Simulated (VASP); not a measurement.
Here is the system:

```xyz
10
Lattice="2.7917 1.6118 4.7318 -2.7917 1.6118 4.7318 0.0000 -3.2235 4.7318" Properties=species:S:1:pos:R:3 pbc="T T T"
Gd     0.0000     0.0000     4.1457
Gd     0.0000     0.0000    11.2434
Sc     0.0000     0.0000     0.2059
Sc     0.0000     0.0000     7.3036
O      1.6166     0.2095     5.8851
O     -0.9897     1.2952     5.8851
O     -0.6268    -1.5047     5.8851
O      0.6268     1.7188     8.2510
O     -1.8020    -0.3165     8.2510
O      1.1751    -1.4023     8.2510
```

Calculation: PBEsol GGA, VASP's PBE PAW potentials (set 64) (plane waves; VASP). Numerical set-up: 520 eV cut-off, Gaussian smearing of 0.050 eV, potentials Gd_3 Sc_sv O.

The 4f electrons are frozen in the core of the lanthanide potential, so 4f levels, which can set the real gap, and their magnetism are missing.

Task: Give the energies of bands 31 to 44 at the high-symmetry points, in eV from the valence-band maximum.

Result: 
```json
[
 {"band": "31", "Γ": "-1.27", "T": "-1.75", "H2": "-1.45", "L": "-1.32", "S0": "-1.46", "F": "-1.50"},
 {"band": "32", "Γ": "-1.07", "T": "-1.75", "H2": "-1.45", "L": "-1.32", "S0": "-1.00", "F": "-1.27"},
 {"band": "33", "Γ": "-0.86", "T": "-0.55", "H2": "-0.74", "L": "-0.87", "S0": "-0.81", "F": "-0.83"},
 {"band": "34", "Γ": "-0.86", "T": "-0.55", "H2": "-0.74", "L": "-0.87", "S0": "-0.71", "F": "-0.72"},
 {"band": "35", "Γ": "-0.44", "T": "-0.55", "H2": "-0.34", "L": "-0.46", "S0": "-0.44", "F": "-0.47"},
 {"band": "36", "Γ": "-0.18", "T": "-0.55", "H2": "-0.34", "L": "-0.46", "S0": "-0.40", "F": "-0.35"},
 {"band": "37", "Γ": "-0.18", "T": "-0.49", "H2": "-0.21", "L": "-0.04", "S0": "-0.24", "F": "-0.06"},
 {"band": "38", "Γ": "0.00", "T": "-0.49", "H2": "-0.21", "L": "-0.04", "S0": "-0.05", "F": "-0.04"},
 {"band": "39", "Γ": "4.42", "T": "5.56", "H2": "4.78", "L": "4.64", "S0": "4.65", "F": "4.81"},
 {"band": "40", "Γ": "5.00", "T": "5.56", "H2": "4.78", "L": "4.64", "S0": "4.74", "F": "5.01"},
 {"band": "41", "Γ": "5.00", "T": "5.56", "H2": "5.57", "L": "5.50", "S0": "5.44", "F": "5.16"},
 {"band": "42", "Γ": "5.65", "T": "5.56", "H2": "5.57", "L": "5.50", "S0": "5.68", "F": "5.63"},
 {"band": "43", "Γ": "5.99", "T": "5.66", "H2": "5.90", "L": "5.82", "S0": "5.78", "F": "5.77"},
 {"band": "44", "Γ": "6.00", "T": "5.66", "H2": "5.90", "L": "5.82", "S0": "6.05", "F": "6.02"}
]
```

The gap is direct, 4.42 eV, from the valence maximum at Γ to the conduction minimum at Γ.

The structure was generated: GdScO3 was put into the LiNbO3 type (R3c), which need not be its known phase. It was relaxed first.
